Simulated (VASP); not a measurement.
# LiYHg (P4/mmm) in VASP: settings compared

The runs below take LiYHg through relaxation of cell and atoms, with PBE, LDA.

Program: VASP 6.6.1. These are calculated values, not measurements. Logs are shortened: lines on timing, memory, paths and dates and some standing lists are left out, and cuts for length are marked.

## (1) Starting point

Symmetry: P4/mmm, No. 123, tetragonal system. The conventional cell has a = 4.218 Å, b = 4.218 Å, c = 5.251 Å, α = 90.00°, β = 90.00°, γ = 90.00°. Around Li (site symmetry 4/mmm) lie 2 Hg at 2.63 Å. Around Y (site symmetry 4/mmm) lie 4 Hg at 2.98 Å. Hg (site symmetry 4/mmm) has 2 Li at 2.63 Å and 4 Y at 2.98 Å as nearest neighbours.

The cell was built by a generator and needn't be a form met in nature.

## (2) Relaxation of cell and atoms, PBE

The input, INCAR:

```
  PREC = Accurate
  ENCUT = 600
  EDIFF = 1E-6
  ISMEAR = -1
  SIGMA = 0.05
  LREAL = False
  LASPH = True
  NELM = 100
  ALGO = Fast
  ISIF = 3
  LWAVE = False
  LCHARG = False
  GGA = PE
  IBRION = 2
  NSW = 60
  EDIFFG = -0.005
```

The input, KPOINTS:

```
Automatic mesh
0
Gamma
  6 6 5
```

The input, POSCAR:

```
LiYHg
1.0
    4.2179400000      0.0000000000      0.0000000000
    0.0000000000      4.2179400000      0.0000000000
    0.0000000000      0.0000000000      5.2510900000
Li Y Hg
1 1 1
Direct
    0.5000000000      0.5000000000      0.5000000000
    0.0000000000      0.0000000000      0.0000000000
    0.5000000000      0.5000000000      0.0000000000
```

Potentials or basis: VASP PAW PBE potentials, release 54 (Li, Y_sv, Hg).

Run with:

```console
$ cat potpaw_PBE.54/Li/POTCAR potpaw_PBE.54/Y_sv/POTCAR potpaw_PBE.54/Hg/POTCAR > POTCAR
$ mpirun -np 1 vasp_std > vasp.out
```

OUTCAR:

```text
PREC = Accurate
   ENCUT = 600
   EDIFF = 1E-6
   ISMEAR = -1
   LREAL = False
   LASPH = True
   NELM = 100
   ISIF = 3
   GGA = PE
   IBRION = 2
   NSW = 60
   EDIFFG = -0.005

 ion  position               nearest neighbor table
   1  0.500  0.500  0.500-   3 2.63   3 2.63
   2  0.000  0.000  0.000-   3 2.98   3 2.98   3 2.98   3 2.98
   3  0.500  0.500  0.000-   1 2.63   1 2.63   2 2.98   2 2.98   2 2.98   2 2.98

  LATTYP: Found a simple tetragonal cell.
 ALAT       =     4.2179400000
 C/A-ratio  =     1.2449418436

  Lattice vectors:

 A1 = (   4.2179400000,   0.0000000000,   0.0000000000)
 A2 = (   0.0000000000,   4.2179400000,   0.0000000000)
 A3 = (   0.0000000000,   0.0000000000,   5.2510900000)

Analysis of symmetry for initial positions (statically):
=====================================================================
 Subroutine PRICEL returns:
 Original cell was already a primitive cell.

 Routine SETGRP: Setting up the symmetry group for a
 simple tetragonal supercell.

 Subroutine GETGRP returns: Found 16 space group operations
 (whereof 16 operations were pure point group operations)
 out of a pool of 16 trial point group operations.

The static configuration has the point symmetry D_4h.

Analysis of symmetry for dynamics (positions and initial velocities):
=====================================================================
 Subroutine PRICEL returns:
 Original cell was already a primitive cell.

 Routine SETGRP: Setting up the symmetry group for a
 simple tetragonal supercell.

 Subroutine GETGRP returns: Found 16 space group operations
 (whereof 16 operations were pure point group operations)
 out of a pool of 16 trial point group operations.

The dynamic configuration has the point symmetry D_4h.

 Subroutine INISYM returns: Found 16 space group operations
 (whereof 16 operations are pure point group operations),
 and found     1 'primitive' translations

----------------------------------------------------------------------------------------

                                     Primitive cell

  volume of cell :      93.4222

  direct lattice vectors                    reciprocal lattice vectors
     4.217940000  0.000000000  0.000000000     0.237082557  0.000000000  0.000000000
     0.000000000  4.217940000  0.000000000     0.000000000  0.237082557  0.000000000
     0.000000000  0.000000000  5.251090000     0.000000000  0.000000000  0.190436652
[... 92 lines left out ...]
   ISIF   =      3    stress and relaxation
   ISYM   =      2    0-nonsym 1-usesym 2-fastsym
   POTIM  = 0.5000    time-step for ionic-motion
   TEBEG  =    0.0;   TEEND  =   0.0 temperature during run
   PSTRESS=    0.0 pullay stress
   NELECT =      24.0000    total number of electrons
   NUPDOWN=      -1.0000    fix difference up-down
   EMIN   =  10.00;   EMAX   =-10.00  energy-range for DOS
   EFERMI =   0.00;   METHOD = LEGACY
   ISMEAR =    -1;   SIGMA  =   0.05  broadening in eV -4-tet -1-fermi 0-gaus
   EFERMI_NEDOS =   21; number of points for ismear=-14 and -15
   IALGO  =     68    algorithm
   IMIX   =      4    mixing-type and parameters
     AMIX     =   0.40;   BMIX     =  1.00
     AMIX_MAG =   1.60;   BMIX_MAG =  1.00
  volume/ion in A,a.u.               =      31.14       210.15
  Fermi-wavevector in a.u.,A,eV,Ry     =   1.040707  1.966651 14.736078  1.083071
  Thomas-Fermi vector in A             =   2.175295
   LORBIT       =      0    0 simple, 1 ext, 2 COOP (PROOUT), +10 PAW based schemes
   GGA     = PE    functional components
   LHFCALC =     F    Hartree Fock is set to
   AEXX    =    0.0000 exact exchange contribution
   IVDW    =     0    specifies the selected vdW correction
   LEPSILON=     F    determine dielectric tensor
   LRPA    =     F    only Hartree local field effects (RPA)
 conjugate gradient relaxation of ions
 non-spin polarized calculation
 RMM-DIIS sequential band-by-band and
  energy-cutoff  :      600.00
  volume of cell :       93.42
 maximum number of plane-waves:      3147
 NGX is ok and might be reduce to    36
   NGX = 17   NGY = 17   NGZ = 21

--------------------------------------- Ionic step        1  -------------------------------------------

 number of electron      23.9999999 magnetization

 Free energy of the ion-electron system (eV)
  ---------------------------------------------------
  ext. energy  EPLUGINS =         0.00000000
  ---------------------------------------------------
  free energy    TOTEN  =        -8.51604420 eV

  energy without entropy =       -8.49000761  energy(sigma->0) =       -8.50302590

------------------------ aborting loop EDIFF was not reached (unconverged)  ----------------------------

  FORCE on cell =-STRESS in cart. coord.  units (eV):
  Direction    XX          YY          ZZ          XY          YZ          ZX
  --------------------------------------------------------------------------------------
  -------------------------------------------------------------------------------------
  Total       -0.1236618     -0.1236618      0.3410499      0.0000000     -0.0000000      0.0000000
  in kB       -2.1207809     -2.1207809      5.8489540      0.0000000     -0.0000000      0.0000000
  external PRESSURE =       0.5357974 kB  Pullay stress =       0.0000000 kB
[... 283 lines left out ...]
--------------------------------------- Ionic step        9  -------------------------------------------

 number of electron      24.0000000 magnetization

 Free energy of the ion-electron system (eV)
  ---------------------------------------------------
  ext. energy  EPLUGINS =         0.00000000
  ---------------------------------------------------
  free energy    TOTEN  =        -8.53814372 eV

  energy without entropy =       -8.51253293  energy(sigma->0) =       -8.52533832

 E-fermi :   1.5900     XC(G=0):  -8.2188

 val. band max:        1.5851394361   @ k =   0.5000   0.0000   0.2000
 cond. band min:       1.5918963328   @ k =   0.5000   0.1667   0.2000
 fundamental gap:      0.0067568967
 Fermi energy:         1.5899652154

 k-point     1 :       0.0000    0.0000    0.0000
  band No.  band energies     occupation
      1     -42.1964      2.00000
      2     -22.2341      2.00000
      3     -22.0835      2.00000
      4     -22.0835      2.00000
      5      -6.4346      2.00000
      6      -6.3756      2.00000
[... 433 lines left out ...]
      3     -22.1643      2.00000
      4     -22.0945      2.00000
      5      -6.1149      2.00000
      6      -6.1110      2.00000
[... 8 lines left out ...]
     15       3.5063      0.00000
     16       3.6457      0.00000

 [... further k-points ...]
[... 5 lines left out ...]
  --------------------------------------------------------------------------------------
  -------------------------------------------------------------------------------------
  Total        0.0129036      0.0129036     -0.0121606      0.0000000      0.0000000      0.0000000
  in kB        0.2213076      0.2213076     -0.2085641      0.0000000      0.0000000      0.0000000
  external PRESSURE =       0.0780170 kB  Pullay stress =       0.0000000 kB
[... 18 lines left out ...]
  FREE ENERGIE OF THE ION-ELECTRON SYSTEM (eV)
  ---------------------------------------------------
  free  energy   TOTEN  =        -8.5381437158 eV

  energy  without entropy=       -8.5125329308  energy(sigma->0) =       -8.52533832

 reached required accuracy - stopping structural energy minimisation
```

CONTCAR:

```text
LiYHg
   1.00000000000000
     4.2075608139164231   -0.0000000000000000   -0.0000000000000000
     0.0000000000000000    4.2075608139164231   -0.0000000000000000
    -0.0000000000000000   -0.0000000000000000    5.2767147134699783
  Li              Y               Hg
     1     1     1
Direct
     0.5000000000000000    0.5000000000000000    0.5000000000000000
     0.0000000000000000    0.0000000000000000    0.0000000000000000
     0.5000000000000000    0.5000000000000000    0.0000000000000000

  0.00000000E+00  0.00000000E+00  0.00000000E+00
  0.00000000E+00  0.00000000E+00  0.00000000E+00
  0.00000000E+00  0.00000000E+00  0.00000000E+00
```

Run time: 4.6 min. Hardware: 1 thread of AMD EPYC 9R45 (Zen 5), shared host; peak memory 0.26 GiB.

Results:

```yaml
Free_energy: -8.5381 eV
Energy_gained_by_relaxing: 7.4 meV/atom
Ionic_steps: 9
Pressure_after_relaxing: 0.0 GPa
Band_gap_on_the_k_mesh: none (metal or under the smearing width)
```

The path:
```tsv
step	energy change (eV)	largest force (eV/Å)	pressure (GPa)	volume (Å³)
1	0.0000	0.0000	0.05	93.42
2	-0.0221	0.0000	-0.05	93.56
3	-0.0221	0.0000	-0.05	93.56
4	-0.0221	0.0000	-0.06	93.56
5	-0.0219	0.0000	-0.08	93.49
6	-0.0221	0.0000	-0.07	93.55
7	-0.0221	0.0000	-0.07	93.55
8	-0.0221	0.0000	0.01	93.39
9	-0.0221	0.0000	0.01	93.42
```

Final structure:
```
CELL_PARAMETERS angstrom
4.20756 0.00000 0.00000
0.00000 4.20756 0.00000
0.00000 0.00000 5.27671
ATOMIC_POSITIONS crystal
Li 0.50000 0.50000 0.50000
Y 0.00000 0.00000 0.00000
Hg 0.50000 0.50000 0.00000
```

Levels at points of the mesh, in eV from the Fermi level:
| k point | band 8 | band 9 | band 10 | band 11 | band 12 | band 13 | band 14 | band 15 | band 16 |
| --- | --- | --- | --- | --- | --- | --- | --- | --- | --- |
| (0.00, 0.00, 0.00) | -7.49 | -7.49 | -6.56 | -0.50 | -0.12 | 0.87 | 2.19 | 2.19 | 2.84 |
| (0.50, 0.00, 0.00) | -7.55 | -7.47 | -4.95 | -2.78 | -0.62 | -0.04 | 0.15 | 2.11 | 2.79 |
| (0.50, 0.50, 0.00) | -7.60 | -7.45 | -5.15 | -0.61 | -0.61 | 0.49 | 1.34 | 1.34 | 1.80 |

## (3) Relaxation of cell and atoms, LDA, target pressure 2 GPa, at which the enthalpy is minimised

The input, INCAR:

```
PREC = Accurate ; ENCUT = 600
EDIFF = 1E-7 ; ISMEAR = -1
SIGMA = 0.05 ; LREAL = False
LASPH = True ; NELM = 60
ALGO = Normal ; ISIF = 3
LWAVE = False ; LCHARG = False
GGA = CA ; IBRION = 2
NSW = 60 ; EDIFFG = -0.02
PSTRESS = 20
```

KPOINTS is that of step 2.

POSCAR is that of step 2.

Potentials or basis: VASP PAW LDA potentials, release 64 (Li_sv, Y_sv, Hg).

Run with:

```console
$ cat potpaw_LDA.64/Li_sv/POTCAR potpaw_LDA.64/Y_sv/POTCAR potpaw_LDA.64/Hg/POTCAR > POTCAR
$ mpirun -np 1 vasp_std > vasp.out
```

Run time: 1.8 min. Hardware: 1 thread of Intel Xeon Platinum 8488C (Sapphire Rapids), shared host; peak memory 0.25 GiB.

The run converged. Its results:

- Free energy: -10.0760 eV
- Relaxed volume: 27.29 Å³/atom
- Relaxed cell: a = 4.051 Å, b = 4.051 Å, c = 4.988 Å, α = 90.00°, β = 90.00°, γ = 90.00°
- Space group after relaxing (to 0.05 Å): P4/mmm (No. 123)
- Energy change on relaxing (the enthalpy is what falls): -15.0 meV/atom
- Ionic steps: 5
- Pressure after relaxing: 2.0 GPa
- Band gap on the k mesh: none (metal or under the smearing width)

Step by step:
| step | energy change (eV) | largest force (eV/Å) | pressure (GPa) | volume (Å³) |
| --- | --- | --- | --- | --- |
| 1 | 0.0000 | 0.0000 | -2.85 | 93.42 |
| 2 | -0.0139 | 0.0000 | 3.19 | 81.23 |
| 3 | -0.0508 | 0.0000 | 1.78 | 83.35 |
| 4 | -0.0503 | 0.0000 | 1.92 | 82.45 |
| 5 | -0.0450 | 0.0000 | 2.03 | 81.86 |

Final structure:
```
Li Y Hg
1.0
     4.05094    0.00000    0.00000
     0.00000    4.05094    0.00000
     0.00000    0.00000    4.98808
Li Y Hg
1 1 1
Direct
  0.50000 0.50000 0.50000
  0.00000 0.00000 0.00000
  0.50000 0.50000 0.00000
```

Levels at points of the mesh, in eV from the Fermi level:
```csv
k point,band 10,band 11,band 12,band 13,band 14,band 15,band 16,band 17
"(0.00, 0.00, 0.00)",-7.81,-6.96,-0.53,-0.11,1.02,2.50,2.50,3.05
"(0.50, 0.00, 0.00)",-7.78,-5.08,-3.05,-0.77,-0.12,0.06,2.36,3.13
"(0.50, 0.50, 0.00)",-7.74,-5.48,-0.63,-0.63,0.47,1.55,1.55,1.83
```

Caveat: the cutoff is under 1.25 times the usual one of these potentials, so pressure, stress and relaxed cells hold a basis-set (Pulay) error; the cell is relaxed towards a set pressure, so the enthalpy falls and the energy may rise. The run has no spin-orbit coupling, so splittings on Hg are missing.

## (4) Relaxation of cell and atoms, LDA, target pressure 5 GPa, at which the enthalpy is minimised

INCAR, as its differences from that of step 3:

```diff
@@ -8,2 +8,2 @@
 NSW = 60 ; EDIFFG = -0.02
-PSTRESS = 20
+PSTRESS = 50
```

KPOINTS is that of step 3.

POSCAR is that of step 3.

Run with:

```console
$ cat potpaw_LDA.64/Li_sv/POTCAR potpaw_LDA.64/Y_sv/POTCAR potpaw_LDA.64/Hg/POTCAR > POTCAR
$ mpirun -np 1 vasp_std > vasp.out
```

Wall time 1.9 min (1 thread of Intel Xeon Platinum 8488C (Sapphire Rapids), shared host); peak memory 0.25 GiB.

It converged, with:

```
Free energy                                            : -9.9708 eV
Relaxed volume                                         : 25.66 Å³/atom
Relaxed cell                                           : a = 3.993 Å, b = 3.993 Å, c = 4.828 Å, α = 90.00°, β = 90.00°, γ = 90.00°
Space group after relaxing (to 0.05 Å)                 : P4/mmm (No. 123)
Energy change on relaxing (the enthalpy is what falls) : +20.1 meV/atom
Ionic steps                                            : 5
Pressure after relaxing                                : 5.1 GPa
Band gap on the k mesh                                 : none (metal or under the smearing width)
```

Stress tensor (GPa, compression positive):
```
5.09 0.00 0.00
0.00 5.09 0.00
0.00 0.00 5.00
```

The path:
| step | energy change (eV) | largest force (eV/Å) | pressure (GPa) | volume (Å³) |
| --- | --- | --- | --- | --- |
| 1 | 0.0000 | 0.0000 | -2.85 | 93.42 |
| 2 | 0.2433 | 0.0000 | 8.98 | 74.25 |
| 3 | 0.0365 | 0.0000 | 4.71 | 78.88 |
| 4 | 0.0456 | 0.0000 | 4.94 | 77.56 |
| 5 | 0.0602 | 0.0000 | 5.06 | 76.98 |

Final structure:
```cif
data_structure
_symmetry_space_group_name_H-M 'P 1'
_symmetry_Int_Tables_number 1
_cell_length_a 3.9929
_cell_length_b 3.9929
_cell_length_c 4.8281
_cell_angle_alpha 90.000
_cell_angle_beta 90.000
_cell_angle_gamma 90.000
_cell_volume 76.98
loop_
_atom_site_label
_atom_site_type_symbol
_atom_site_fract_x
_atom_site_fract_y
_atom_site_fract_z
_atom_site_occupancy
Li1 Li 0.50000 0.50000 0.50000 1
Y1 Y 0.00000 0.00000 0.00000 1
Hg1 Hg 0.50000 0.50000 0.00000 1
```

Levels at points of the mesh, in eV from the Fermi level:
| k point | band 9 | band 10 | band 11 | band 12 | band 13 | band 14 | band 15 | band 16 | band 17 |
| --- | --- | --- | --- | --- | --- | --- | --- | --- | --- |
| (0.00, 0.00, 0.00) | -7.98 | -7.98 | -7.14 | -0.54 | -0.03 | 1.07 | 2.66 | 2.66 | 3.09 |
| (0.50, 0.00, 0.00) | -8.02 | -7.93 | -5.13 | -3.18 | -0.79 | -0.15 | 0.03 | 2.49 | 3.28 |
| (0.50, 0.50, 0.00) | -8.14 | -7.88 | -5.61 | -0.69 | -0.69 | 0.44 | 1.67 | 1.67 | 1.89 |

Caveat: the cutoff is under 1.25 times the usual one of these potentials, so pressure, stress and relaxed cells hold a basis-set (Pulay) error; the cell is relaxed towards a set pressure, so the enthalpy falls and the energy may rise; the volume moved by over 15 % at a fixed basis, so the end points are rough. Spin-orbit coupling is left out, which matters for the levels of Hg.

## (5) Summary

```csv
level,potentials or basis,cell,target pressure,gap on the mesh (eV),pressure (GPa)
PBE,"VASP PAW PBE potentials, release 54 (Li, Y_sv, Hg)",relaxed,-,none,0.0
LDA,"VASP PAW LDA potentials, release 64 (Li_sv, Y_sv, Hg)",relaxed to 2 GPa,2 GPa,none,2.0
LDA,"VASP PAW LDA potentials, release 64 (Li_sv, Y_sv, Hg)",relaxed to 5 GPa,5 GPa,none,5.1
```

Alike in all rows: task relaxation of cell and atoms; no spin polarisation; k mesh 6 × 6 × 5; cutoff (eV) 600; smearing fermi-dirac 0.05 eV.

Caveats: the cutoff is under 1.25 times the usual one of these potentials, so pressure, stress and relaxed cells hold a basis-set (Pulay) error (some runs); the cell is relaxed towards a set pressure, so the enthalpy falls and the energy may rise (some runs); the volume moved by over 15 % at a fixed basis, so the end points are rough (some runs).

Absolute energies hang on the potentials; compare differences alone.
